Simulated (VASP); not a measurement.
Here is the system:

```
AlN
1.0
    0.00000     2.16718     2.16718
    2.16718     0.00000     2.16718
    2.16718     2.16718     0.00000
Al N
1 1
Cartesian
  0.00000   0.00000   0.00000
  3.25077   3.25077   3.25077
```

Level of theory: PBE GGA, VASP's PBE PAW potentials (set 64) (plane waves; VASP). Settings: 400 eV cut-off, 11×11×11 Γ-centred mesh, Gaussian smearing of 0.010 eV, potentials Al N.

### Question
Give the electronic dielectric tensor ε∞ (DFPT, local fields included).

### Answer

```
4.54  0.00  0.00
0.00  4.54  0.00
0.00  0.00  4.54
```

### Question
Give the Born effective charges.

### Answer

```csv
atom,Z*xx,Z*yy,Z*zz,mean
Al1,2.53,2.53,2.53,2.53
N2,-2.53,-2.53,-2.53,-2.53
```

The structure comes from a computed database's AlN entry; how it stands against other phases isn't given here. The cell was not relaxed at this level. The run is one of a series of settings (EDIFF = 1E-8, LEPSILON = .TRUE. against the base run), some of them coarse on purpose.
